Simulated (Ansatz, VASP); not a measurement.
## MgH2 (MgH2 (P4_2/mnm)) in two plane-wave programs

Wanted: the spread between two codes on one cell, functional and k mesh. The cell is taken from a series of runs on this material, whose earlier steps may have relaxed, scaled, displaced or heated it; both programs get it as it stands.

Calculated with Ansatz 0.2.0; plane waves, with VASP 6.6.1 beside it; PBEsol.

## 1. Starting point

The cell holds 144 atoms: 48 Mg and 96 H. Cell: a = 10.787 Å, b = 16.181 Å, c = 12.663 Å, α = 54.1°, β = 54.1°, γ = 71.9°.

## 2. VASP: single point, PBEsol

With cell and atoms fixed, the geometry can't cause a difference; cores, projectors, grids and the points listed under the comparison can.

Lines of VASP's logs that name or quote its potential files are left out, and so is its time.

INCAR reads:

```
SYSTEM = MgH2
PREC = Accurate
ENCUT = 520
EDIFF = 1E-06
NELM = 120
ISMEAR = -1
SIGMA = 0.01
LREAL = Auto
ALGO = Normal
GGA = PS
NBANDS = 196
LORBIT = 11
LWAVE = .FALSE.
LCHARG = .FALSE.
ISIF = 2
LASPH = .TRUE.
GGA_COMPAT = .FALSE.
EFERMI = MIDGAP
```

POSCAR reads:

```
MgH2
1.0
    0.0000000000      8.9543703058      6.0154813993
   13.4315554587      0.0000000000      9.0232220990
    8.9543703058      8.9543703058      0.0000000000
Mg H
48 96
Direct
    0.1250000000      0.0833333333      0.1250000000
    0.3750000000      0.2500000000      0.3750000000
    0.0000000000      0.0000000000      0.0000000000
    0.2500000000      0.1666666667      0.2500000000
    0.1250000000      0.0833333333      0.6250000000
    0.3750000000      0.2500000000      0.8750000000
    0.0000000000      0.0000000000      0.5000000000
    0.2500000000      0.1666666667      0.7500000000
    0.1250000000      0.4166666667      0.1250000000
    0.3750000000      0.5833333333      0.3750000000
    0.0000000000      0.3333333333      0.0000000000
    0.2500000000      0.5000000000      0.2500000000
    0.1250000000      0.4166666667      0.6250000000
    0.3750000000      0.5833333333      0.8750000000
    0.0000000000      0.3333333333      0.5000000000
    0.2500000000      0.5000000000      0.7500000000
    0.1250000000      0.7500000000      0.1250000000
    0.3750000000      0.9166666667      0.3750000000
    0.0000000000      0.6666666667      0.0000000000
    0.2500000000      0.8333333333      0.2500000000
    0.1250000000      0.7500000000      0.6250000000
    0.3750000000      0.9166666667      0.8750000000
    0.0000000000      0.6666666667      0.5000000000
    0.2500000000      0.8333333333      0.7500000000
    0.6250000000      0.0833333333      0.1250000000
    0.8750000000      0.2500000000      0.3750000000
    0.5000000000      0.0000000000      0.0000000000
    0.7500000000      0.1666666667      0.2500000000
    0.6250000000      0.0833333333      0.6250000000
    0.8750000000      0.2500000000      0.8750000000
[... 108 atom lines left out ...]
    0.7227718752      0.6848187499      0.8750000000
    0.9727718752      0.8514854166      0.6250000000
    0.5000000000      0.6666666667      0.6522281248
    0.7500000000      0.8333333333      0.9022281248
    0.5272281248      0.8151812501      0.8750000000
    0.7772281248      0.9818479168      0.6250000000
```

KPOINTS reads:

```
Automatic mesh
0
Gamma
1 1 1
0 0 0
```

Potentials, in the order of the species: Mg and H (PBE family, release 64).

On the command line:

```sh
$ export OMP_NUM_THREADS=3
$ mpirun -np 1 vasp_gam
```

Numbers of over 12 decimals in the logs are rounded to 6 here.

Output:

```text
[banner, memory and clock lines left out]
running    1 mpi-ranks, on    1 nodes
[...]
Offloading initialized ...    1 GPUs detected
[...]
|                                                                             |
|               ----> ADVICE to this user running VASP <----                  |
|                                                                             |
|     You enforced a specific xc type in the INCAR file but a different       |
|     [... a line on the potential file left out ...]
|     I HOPE YOU KNOW WHAT YOU ARE DOING!                                     |
|                                                                             |

 LDA part: xc-table for (Slater+PW92), standard interpolation
 POSCAR, INCAR and KPOINTS ok, starting setup
[...]
entering main loop
       N       E                     dE             d eps       ncg     rms          rms(c)
DAV:   1     0.558347609981E+03    0.55835E+03   -0.72271E+04   392   0.820E+02
DAV:   2    -0.310288880243E+03   -0.86864E+03   -0.71565E+03   600   0.141E+02
DAV:   3    -0.449246882923E+03   -0.13896E+03   -0.13603E+03   464   0.498E+01
DAV:   4    -0.453420214636E+03   -0.41733E+01   -0.41667E+01   480   0.867E+00
[...]
DAV:  10    -0.425751075200E+03   -0.23908E-03   -0.74360E-04   440   0.442E-02    0.423E-02
DAV:  11    -0.425751049415E+03    0.25785E-04   -0.51616E-05   448   0.934E-03    0.439E-03
DAV:  12    -0.425751050070E+03   -0.65419E-06   -0.31842E-06   424   0.307E-03
   1 F= -.42575105E+03 E0= -.42575105E+03  d E =0.000000E+00
```

Parts of OUTCAR (step 2):

```text
  FREE ENERGIE OF THE ION-ELECTRON SYSTEM (eV)
  ---------------------------------------------------
  free  energy   TOTEN  =      -425.7510500696 eV

  energy  without entropy=     -425.7510500696  energy(sigma->0) =     -425.75105007
```

The run ends at a pressure of -0.21 GPa, with forces up to 0.0054 eV/Å.

## 3. Ansatz: single point, PBEsol

Ansatz runs on its default PAW (the set named soft_2) files.

The same cell, functional, mesh and smearing now go to Ansatz.

input.yaml reads:

```yaml
crystal:
  lattice:
    - [0.0, 8.9543703058, 6.0154813993]
    - [13.4315554587, 0.0, 9.023222099]
    - [8.9543703058, 8.9543703058, 0.0]
  atoms:
    - { symbol: Mg, position: [0.125, 0.0833333333, 0.125] }
    - { symbol: Mg, position: [0.375, 0.25, 0.375] }
    - { symbol: Mg, position: [0.0, 0.0, 0.0] }
    - { symbol: Mg, position: [0.25, 0.1666666667, 0.25] }
    - { symbol: H, position: [0.0, 0.0, 0.3477718752] }
    - { symbol: H, position: [0.25, 0.1666666667, 0.0977718752] }
    - { symbol: H, position: [0.2227718752, 0.0181520832, 0.375] }
    - { symbol: H, position: [0.4727718752, 0.1848187499, 0.125] }
    - { symbol: H, position: [0.0, 0.0, 0.1522281248] }
    - { symbol: H, position: [0.25, 0.1666666667, 0.4022281248] }
    - { symbol: H, position: [0.0272281248, 0.1485145834, 0.375] }
    - { symbol: H, position: [0.2772281248, 0.3151812501, 0.125] }
    - { symbol: Mg, position: [0.125, 0.0833333333, 0.625] }
    - { symbol: Mg, position: [0.375, 0.25, 0.875] }
    - { symbol: Mg, position: [0.0, 0.0, 0.5] }
    - { symbol: Mg, position: [0.25, 0.1666666667, 0.75] }
    - { symbol: H, position: [0.0, 0.0, 0.8477718752] }
    - { symbol: H, position: [0.25, 0.1666666667, 0.5977718752] }
    - { symbol: H, position: [0.2227718752, 0.0181520832, 0.875] }
    - { symbol: H, position: [0.4727718752, 0.1848187499, 0.625] }
    - { symbol: H, position: [0.0, 0.0, 0.6522281248] }
    - { symbol: H, position: [0.25, 0.1666666667, 0.9022281248] }
    - { symbol: H, position: [0.0272281248, 0.1485145834, 0.875] }
    - { symbol: H, position: [0.2772281248, 0.3151812501, 0.625] }
    - { symbol: Mg, position: [0.125, 0.4166666667, 0.125] }
    - { symbol: Mg, position: [0.375, 0.5833333333, 0.375] }
    - { symbol: Mg, position: [0.0, 0.3333333333, 0.0] }
    - { symbol: Mg, position: [0.25, 0.5, 0.25] }
    - { symbol: H, position: [0.0, 0.3333333333, 0.3477718752] }
    - { symbol: H, position: [0.25, 0.5, 0.0977718752] }
[... 108 atom lines left out ...]
    - { symbol: H, position: [0.7227718752, 0.6848187499, 0.875] }
    - { symbol: H, position: [0.9727718752, 0.8514854166, 0.625] }
    - { symbol: H, position: [0.5, 0.6666666667, 0.6522281248] }
    - { symbol: H, position: [0.75, 0.8333333333, 0.9022281248] }
    - { symbol: H, position: [0.5272281248, 0.8151812501, 0.875] }
    - { symbol: H, position: [0.7772281248, 0.9818479168, 0.625] }
basis:
  ecutwfc: 420
  xc_grid: 2
hamiltonian:
  xc: pbesol
kpoints:
  mp_grid: { grid: [1, 1, 1] }
scf:
  occupations: { method: fermi_dirac, width: 0.01 }
  max_iter: 80
```

On the command line:

```sh
$ ansatz run input.yaml --threads 4 --pin off --max-ram 7536MiB --backend cpu --events-out ev --progress --plain --runs-dir out
```

Output:

```text
Engine: ansatz 0.2.0, x86_64-unknown-linux-gnu
Pseudopotentials: kind: paw
Pseudopotential: Mg, paw, valence charge 10, recommended cutoff 420 eV (normal), Mg.paw.azcp
Pseudopotential: H, paw, valence charge 1, recommended cutoff 420 eV (normal), H.paw.azcp
Functional definition: PBEsol
  exchange = pbesol_x
  correlation = pbesol_c
Crystal: 144 atoms, lattice volume = 1446.977 Å³
Basis set: ecut = 420 eV, 28237 PW (Γ), exchange–correlation on 150×240×180 points (8 copies of the dense FFT grid, shifted against one another)
Bands: 432, of which v1, the nominal top of the filled ones, is band 288 counted from 1 (287 counted from 0)
Symmetry: 48 space group operations
Space group: P42/mnm (ITA 136), of the structure as read, at distance tolerance 1.1e-4 Å
k-points: 1
Non-local potential: Mg, projectors of the file, l = 0: 3, l = 1: 2, l = 2: 1
Non-local potential: H, projectors of the file, l = 0: 2, l = 1: 1
PAW form: soft (Blöchl's): semilocal exchange-correlation on the pseudo side does not see the compensation charge
PAW frozen core: Mg, regenerated for the run's functional, and the local potential with it (the file was generated under x = pbe(κ = 0.804, μ = 0.219515), c = pbe(β = 0.066725))
PAW one-centre angular grid: Mg, 110 points (default); XC on 64 Gauss nodes
PAW one-centre angular grid: H, 110 points (default); XC on 64 Gauss nodes
Initial density: superposition of atomic densities (neutral atoms: chi_scale 0, normalization atom), corrected by the library's trained network
Initial wavefunctions: pseudopotential atomic-orbital guess
Functional: x = pbesol(κ = 0.804, μ = 0.123457), c = pbesol(β = 0.046)
SCF iter   1: F=—  HF=-93307.091971 eV  |F-HF|=—  |Δ(HF+E_count)|=         —  Δρ=7.67e-3  dr2=6.05e-1  ethr=1.77e-3  ⟨swp⟩=6.0  Hψ=1948  notcnv=0  defer=51
preconditioner: auto → Resta (q_TF=auto, 2.340 Å⁻¹)  ε∞=2.8  [insulator: Δε(μ)=3.620 eV  Ē_g=9.952 eV  σ=0.010 eV  W_gap=1.00  n_scr=296 (ndim 8)  ℏωp=13.5 eV  f_vac=0.000  D(μ)=0.00/eV (n_scr^D=0)  ε∞_Penn≈2.8]
SCF iter   2: F=—  HF=-93306.922575 eV  |F-HF|=—  |Δ(HF+E_count)|=   1.69e-1  Δρ=3.61e-3  dr2=1.47e-1  ethr=1.05e-4  ⟨swp⟩=2.0  Hψ=498  notcnv=0  defer=110
SCF iter   3: F=—  HF=-93306.875159 eV  |F-HF|=—  |Δ(HF+E_count)|=   4.74e-2  Δρ=2.56e-4  dr2=7.14e-4  ethr=2.55e-5  ⟨swp⟩=2.0  Hψ=390  notcnv=0  defer=41
automatic band count: iteration 3 solves 333 bands in place of 432: the levels show a gap, and the empty bands left out lie too high to hold charge; the band table lists the bands solved (type scf.n_extra_bands for more)
SCF iter   4: F=—  HF=-93306.875494 eV  |F-HF|=—  |Δ(HF+E_count)|=   3.35e-4  Δρ=8.09e-5  dr2=7.46e-5  ethr=1.24e-7  ⟨swp⟩=2.0  Hψ=385  notcnv=0  defer=41
SCF iter   5: F=—  HF=-93306.875567 eV  |F-HF|=—  |Δ(HF+E_count)|=   7.28e-5  Δρ=8.40e-6  dr2=1.09e-6  ethr=1.30e-8  ⟨swp⟩=2.0  Hψ=388  notcnv=0  defer=41
SCF iter   6: F=-93306.875567 eV  HF=-93306.875567 eV  |F-HF|=6.56e-9  |Δ(HF+E_count)|=   5.60e-7  Δρ=9.32e-7  dr2=1.13e-8  ethr=1.74e-10  ⟨swp⟩=2.0  Hψ=625  notcnv=0
SCF 1 converged in 6 iterations: F = -93306.875567 eV  dr2 = 1.13e-8
  greatest PAW one-centre occupation: 1.000 electrons in one spin orbital (limit 2), on the Mg atom at site 135 (counted from 0), in its partial waves of l = 0
SCF converged after 6 iterations
Free energy (F): -93306.875567 eV
Harris-Foulkes:  -93306.875567 eV  (|F-HF|=6.56e-9)
Internal energy: -93306.875567 eV  (E = F + TS)
E sigma→0 (E₀):  -93306.875567 eV
Fermi energy:    3.814140 eV
--- Per-component energies (eV) ---
  E_band       = -17903.135690
  E_kinetic    = 4965.727488
  E_local      = -82439.592277  (includes V_loc(G=0)·N_el)
  E_nonlocal   = 4731.901192
  E_hartree    = 29537.622409
  E_xc         = -2242.709671
  E_vxc        = -2914.897811  (∫ρ·V_xc dr)
  E_paw        = -13533.170022  (= ΣΔE_a)
  E_vpaw       = -1321.408888  (= ΣTr[D̂ρ^β])
  E_aug_tail   = -0.123776  (compensation charges beyond the density's cutoff)
  E_ewald      = -34329.356298
  E_core_change = 2.825389  (= ΣΔE_core)
  E_smearing   = -0.000000  (= −TS)
  E_closure    = 0.000000  (closes the sum)
  Σ components = -93306.875567   (vs F -93306.875567, Δ=0.00e0)
```

The column dr2 measures how far the density is from self-consistency, as an energy; F and HF (Harris–Foulkes) agree once it is small.

## 4. Comparison

Known differences besides the potentials themselves: the data sets hold 576 valence electrons in Ansatz (on its default PAW (the set named soft_2) files) and 192 in VASP; the cutoff is 420 eV in Ansatz and 520 eV in VASP (PREC = Accurate, projectors in real space); Ansatz makes its cores anew for this functional, VASP keeps those of its PBE data sets. Total energies have different zeros and are not compared.

Compared:

| quantity | Ansatz | VASP | difference |
| --- | --- | --- | --- |
| gap on the k mesh (eV) | 3.692 | 3.695 | -0.003 |

A gap on the mesh is an upper bound, since the band edges may lie between its points.

## 5. What came out

```
difference in gap on the k mesh (single point, PBEsol) : -0.0031 eV
```

**Reading.** The difference in gap on the k mesh is -0.0031 eV (single point, PBEsol), within the 0.08 eV picked in this series as the mark of a large difference. The data sets hold unlike numbers of valence electrons (576 in Ansatz and 192 in VASP), so part of the differences may come from the potentials. How closely two codes agree says nothing of how well the functional describes the real material.

[Lines on the potential files, build, host, timing and source positions are cut from VASP's logs without a mark.]

[Logs are printed without paths, hosts, clocks, repeated set-up lines and the standing remarks that a program may print on its own settings, such as how far it seeks lower states.]

[Hosts, paths, dates, database ids (printed as entryN), source tags and the programs' standing remarks are cut or masked in the printed files.]
